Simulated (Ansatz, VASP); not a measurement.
# Cross-check of H2CO (liquid dimethyl carbonate at 300 K) between VASP and Ansatz, part 2 of 2

Aim: how closely do two programs agree when they are given the same cell, functional and k mesh? The cell is taken from a series of runs on this material, whose earlier steps may have relaxed, scaled, displaced or heated it; both programs get it as it stands.

VASP 6.6.1 and Ansatz 0.2.0.

So far. Step 3 (VASP: single point, PBEsol, pair 1): The run ends at a pressure of 0.98 GPa, with forces up to 3.9 eV/Å.

### 5. Ansatz: single point, PBEsol, pair 2

Level of this step: Ansatz beside VASP: Kohn-Sham DFT, plane waves, PBEsol (Ansatz).

A single point gives forces, pressure and levels at one fixed geometry, so differences don't come from the geometry; what else differs is listed under the comparison.

The cell is taken from a series of runs on this material, whose earlier steps may have relaxed, scaled, displaced or heated it; both programs get it as it stands.

Contents of input.yaml:

```yaml
crystal:
  lattice:
    - [10.78542, 0.0, 0.0]
    - [0.0, 10.78542, 0.0]
    - [0.0, 0.0, 10.78542]
  atoms:
    - { symbol: C, position: [0.99479, 0.30171, 0.80329] }
    - { symbol: O, position: [0.00806, 0.42368, 0.76002] }
    - { symbol: C, position: [0.90458, 0.48868, 0.74292] }
    - { symbol: O, position: [0.80066, 0.44786, 0.74691] }
    - { symbol: O, position: [0.93585, 0.60728, 0.73198] }
    - { symbol: C, position: [0.83704, 0.68533, 0.67525] }
    - { symbol: H, position: [0.08495, 0.28383, 0.83939] }
    - { symbol: H, position: [0.92244, 0.28923, 0.87182] }
    - { symbol: H, position: [0.97593, 0.23115, 0.72319] }
    - { symbol: H, position: [0.7999, 0.64075, 0.59053] }
    - { symbol: H, position: [0.75895, 0.69217, 0.74431] }
    - { symbol: H, position: [0.86842, 0.77887, 0.66755] }
    - { symbol: C, position: [0.71214, 0.85114, 0.28157] }
    - { symbol: O, position: [0.82378, 0.89637, 0.34459] }
    - { symbol: C, position: [0.8124, 0.91948, 0.46649] }
    - { symbol: O, position: [0.71521, 0.92713, 0.52495] }
    - { symbol: O, position: [0.92731, 0.95089, 0.51568] }
    - { symbol: C, position: [0.91182, 0.03742, 0.62032] }
    - { symbol: H, position: [0.74799, 0.76666, 0.22749] }
    - { symbol: H, position: [0.63965, 0.8327, 0.35524] }
    - { symbol: H, position: [0.67836, 0.92468, 0.2191] }
    - { symbol: H, position: [0.82799, 0.01378, 0.68432] }
    - { symbol: H, position: [0.99881, 0.02676, 0.67618] }
    - { symbol: H, position: [0.91396, 0.1313, 0.57962] }
    - { symbol: C, position: [0.04897, 0.75361, 0.96223] }
    - { symbol: O, position: [0.9293, 0.73635, 0.01689] }
    - { symbol: C, position: [0.89607, 0.61769, 0.0228] }
    - { symbol: O, position: [0.96251, 0.5287, 0.00986] }
    - { symbol: O, position: [0.77691, 0.62486, 0.06383] }
    - { symbol: C, position: [0.71762, 0.50896, 0.08285] }
[... 72 atom lines left out ...]
    - { symbol: H, position: [0.29611, 0.3649, 0.12602] }
    - { symbol: H, position: [0.17538, 0.4153, 0.02277] }
    - { symbol: H, position: [0.16499, 0.26273, 0.0907] }
    - { symbol: H, position: [0.50941, 0.28144, 0.65505] }
    - { symbol: H, position: [0.59548, 0.30125, 0.81768] }
    - { symbol: H, position: [0.56153, 0.15183, 0.75462] }
kpoints:
  mp_grid: { grid: [1, 1, 1] }
hamiltonian:
  xc: pbesol
scf:
  occupations: { method: fixed }
output:
  forces: true
  stress: true
  populations: true
  dos:
    method: { smearing: { sigma: 0.08 } }
    de: 0.1
    projected: { site_lists: { C: [C], H: [H], O: [O] } }
  eigenvalues: true
  write_density: true
  write_potential: true
  volumetric_format: npy
  elf: true
```

Launch:

```sh
$ ansatz run input.yaml --threads 4 --pin off --max-ram 8192MiB --backend cpu --events-out ev --progress --plain --runs-dir out
```

Numbers of over 12 decimals in the logs are rounded to 6 here.

The log of the run:

```text
[...]
Crystal: 108 atoms, lattice volume = 1254.617 Å³
Basis set: ecut = 420 eV, 24405 PW (Γ), exchange–correlation on 150×150×150 points (8 copies of the dense FFT grid, shifted against one another)
Bands: 270, of which v1, the nominal top of the filled ones, is band 162 counted from 1 (161 counted from 0)
Symmetry: 1 space group operations
[...]
k-points: 1
[...]
P = ⅓ Tr σ = -0.2973 GPa (-2.973 kbar)
--- Band table (eV) ---
  k-point 0: bands = [... 158 lower, -2.0877, -2.0437, -2.0293, -1.8658, 3.6129, 3.7826, 3.8276, 3.9611, ... 104 higher]
--- Löwdin populations: 108 sites ---
  site symbol       q [e]
     0      C      4.2316
     1      O      6.2504
     2      C      3.2983
     3      O      6.4424
     4      O      6.2758
     5      C      4.2584
     6      H      0.7724
     7      H      0.8004
[...]
104      H      0.7865
   105      H      0.7956
   106      H      0.7946
   107      H      0.7943
  spilling = 0.013455 (of n_electrons = 324.000000)
```

### 6. VASP: single point, PBEsol, pair 2

The same cell, functional and mesh now go to VASP, with its own data sets.

Contents of INCAR:

```
SYSTEM = H2CO
PREC = Accurate
ENCUT = 600
EDIFF = 1E-06
NELM = 120
ISMEAR = 0
SIGMA = 0.01
LREAL = Auto
ALGO = Normal
GGA = PS
NBANDS = 240
LORBIT = 11
LWAVE = .FALSE.
LCHARG = .FALSE.
ISIF = 2
LASPH = .TRUE.
GGA_COMPAT = .FALSE.
EFERMI = MIDGAP
NCORE = 2
```

Contents of POSCAR:

```
H2CO
1.0
   10.7854200000      0.0000000000      0.0000000000
    0.0000000000     10.7854200000      0.0000000000
    0.0000000000      0.0000000000     10.7854200000
C O H
27 27 54
Direct
    0.9947900000      0.3017100000      0.8032900000
    0.9045800000      0.4886800000      0.7429200000
    0.8370400000      0.6853300000      0.6752500000
    0.7121400000      0.8511400000      0.2815700000
    0.8124000000      0.9194800000      0.4664900000
    0.9118200000      0.0374200000      0.6203200000
    0.0489700000      0.7536100000      0.9622300000
    0.8960700000      0.6176900000      0.0228000000
    0.7176200000      0.5089600000      0.0828500000
    0.3466200000      0.9405300000      0.5995300000
    0.3673900000      0.8027000000      0.7597900000
    0.3942900000      0.6537000000      0.9131100000
    0.9320600000      0.1823600000      0.1540500000
    0.7837400000      0.0833000000      0.0203200000
    0.6169800000      0.9845100000      0.9272100000
    0.4832500000      0.5811200000      0.3694300000
    0.3547500000      0.7376900000      0.2905400000
    0.2072300000      0.8808400000      0.2119700000
    0.4771800000      0.1307700000      0.2626900000
    0.3381600000      0.2253900000      0.3997400000
    0.2130400000      0.3670200000      0.5079000000
    0.0339400000      0.6414200000      0.4032000000
    0.8751900000      0.4853400000      0.4059400000
    0.7516000000      0.3047500000      0.3941100000
    0.2282300000      0.3314700000      0.0566900000
    0.3945300000      0.3082400000      0.9157000000
    0.5281900000      0.2471800000      0.7546700000
    0.0080600000      0.4236800000      0.7600200000
    0.8006600000      0.4478600000      0.7469100000
    0.9358500000      0.6072800000      0.7319800000
[... 72 atom lines left out ...]
    0.2961100000      0.3649000000      0.1260200000
    0.1753800000      0.4153000000      0.0227700000
    0.1649900000      0.2627300000      0.0907000000
    0.5094100000      0.2814400000      0.6550500000
    0.5954800000      0.3012500000      0.8176800000
    0.5615300000      0.1518300000      0.7546200000
```

Contents of KPOINTS:

```
Automatic mesh
0
Gamma
1 1 1
0 0 0
```

Potentials, in the order of the species: C, O and H (PBE family, release 64).

Launch:

```sh
$ mpirun -np 8 vasp_gam
```

The log of the run:

```text
[banner, memory and clock lines left out]
running    8 mpi-ranks, on    1 nodes
[...]
[... a notice as in an earlier step ...]

 LDA part: xc-table for (Slater+PW92), standard interpolation
 POSCAR, INCAR and KPOINTS ok, starting setup
[...]
entering main loop
       N       E                     dE             d eps       ncg     rms          rms(c)
DAV:   1     0.264866382472E+04    0.26487E+04   -0.18746E+05   496   0.140E+03
DAV:   2    -0.380850737636E+03   -0.30295E+04   -0.28763E+04   600   0.313E+02
DAV:   3    -0.675778769754E+03   -0.29493E+03   -0.29221E+03   592   0.101E+02
DAV:   4    -0.682168864041E+03   -0.63901E+01   -0.63568E+01   592   0.161E+01
[...]
DAV:  17    -0.635448254717E+03    0.66025E-05   -0.12848E-05   632   0.185E-02    0.468E-03
DAV:  18    -0.635448253121E+03    0.15960E-05   -0.94816E-06   664   0.121E-02    0.338E-03
DAV:  19    -0.635448253186E+03   -0.65280E-07   -0.36693E-06   544   0.508E-03
   1 F= -.63544825E+03 E0= -.63544825E+03  d E =0.000000E+00
```

OUTCAR, selected parts (step 6):

```text
  FREE ENERGIE OF THE ION-ELECTRON SYSTEM (eV)
  ---------------------------------------------------
  free  energy   TOTEN  =      -635.4482531858 eV

  energy  without entropy=     -635.4482531858  energy(sigma->0) =     -635.44825319
```

The run ends at a pressure of 0.10 GPa, with forces up to 3.2 eV/Å.

### 7. Comparison

What differs besides the data sets and the points named for the pairs above, as far as they apply: the cutoff is 420 eV in Ansatz and 600 eV in VASP (PREC = Accurate, projectors in real space). Total energies have different zeros and are not compared.

Compared:

```tsv
quantity	Ansatz	VASP	difference
pressure (GPa)	-0.30	0.10	-0.40
gap on the k mesh (eV)	5.479	5.485	-0.006
```

Forces on 10 of the 108 atoms, those with the largest forces and the largest differences (eV/Å; atoms numbered as in POSCAR):

```tsv
atom	Ansatz x, y, z	VASP x, y, z
C1	-0.461, -1.355, -1.848	-0.440, -1.490, -1.801
C3	-1.025, -1.672, 1.816	-1.056, -1.604, 1.780
C12	-1.213, 1.886, 0.587	-1.199, 1.817, 0.707
C15	-0.477, -2.322, 1.280	-0.555, -2.373, 1.200
C23	-2.058, 0.396, 1.019	-1.883, 0.211, 1.018
C26	-2.179, -1.652, -0.533	-2.406, -1.933, -0.680
O29	-0.761, -0.342, -0.288	-1.272, -0.545, -0.268
O35	-0.293, -0.422, -0.298	0.031, -0.861, -0.361
O44	-1.586, -1.981, -0.600	-1.312, -1.665, -0.506
O53	0.891, 0.602, 0.384	1.231, 1.040, 0.617
```

The forces differ by 111 meV/Å r.m.s., which is 14.7 % of the r.m.s. force of 0.752 eV/Å (both taken over all components). A gap on the mesh is an upper bound, since the band edges may lie between its points.

### 8. Results

```
r.m.s. force difference (single point, PBEsol, pair 1) : 14 % of the r.m.s. force
r.m.s. force difference (single point, PBEsol, pair 2) : 15 % of the r.m.s. force
```

**Reading.** The r.m.s. force difference is 15 % of the r.m.s. force (single point, PBEsol, pair 2), beyond the 3 % picked in this series as the mark of a large difference. What causes the difference of the single point, PBEsol, pair 1 pair stays open here. What causes the difference of the single point, PBEsol, pair 2 pair stays open here. How closely two codes agree says nothing of how well the functional describes the real material.

[Lines on the potential files, build, host, timing and source positions are cut from VASP's logs without a mark.]

[Logs are printed without paths, hosts, clocks, repeated set-up lines and the standing remarks that a program may print on its own settings, such as how far it seeks lower states.]

[Hosts, paths, dates, database ids (printed as entryN), source tags and the programs' standing remarks are cut or masked in the printed files.]
